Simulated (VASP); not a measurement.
Data:

```
Os
1.0
    1.38207    -2.39382     0.00000
    1.38207     2.39382     0.00000
    0.00000     0.00000     4.35459
Os
2
Cartesian
  1.38207   0.79794   1.08865
  1.38207  -0.79794   3.26594
```

These are RPBE GGA, VASP's PBE PAW potentials (set 64) (plane waves; VASP) values and carry that method's errors. Run with 520 eV cut-off, 17×17×10 Γ-centred mesh, tetrahedra with Blöchl corrections, potentials Os.

Unless said otherwise, spin-orbit coupling is left out, though it shifts the bands of the heavy elements here.

Problem. Estimate the energy per atom (σ→0), band gap (on the k-mesh) with the smallest direct gap where there is one.

Solution. 
```yaml
band gap (on the k-mesh): none (metal, semimetal or under 0.01 eV)
energy per atom (σ→0): -10.601 eV/atom
```

The absolute energy has meaning only against runs of the same code, potentials and settings.

The compound is Os in the hcp structure. It was relaxed first.
